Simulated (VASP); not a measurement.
Input:

```yaml
crystal:
  lattice:
    - [0.00000, 2.68306, 2.68306]
    - [2.68306, 0.00000, 2.68306]
    - [2.68306, 2.68306, 0.00000]
  atoms:
    - { symbol: Zn, position: [0.00000, 0.00000, 0.00000] }
    - { symbol: S, position: [0.25000, 0.25000, 0.25000] }
```

The numbers are results of SCAN meta-GGA, VASP's PBE PAW potentials (set 64) (plane waves; VASP), not measurements. Numerical set-up: 400 eV cut-off, 11×11×11 Γ-centred mesh, Gaussian smearing of 0.010 eV, potentials Zn S.

### Question
The job: ZnS (space group F-43m), 2 atoms, SCAN, optics run with many empty bands, 400 eV, 11×11×11 Γ-centred mesh. Roughly how much core time does it take on a busy server core?

### Answer
About 10 core-minutes (one run on a shared machine, a rough figure). It had 56 irreducible k-points, 39 bands, up to 725 plane waves and 33 electronic steps.

The structure comes from a measured ZnS entry (F-43m) of the Crystallography Open Database, whose conditions weren't checked. It was relaxed first.
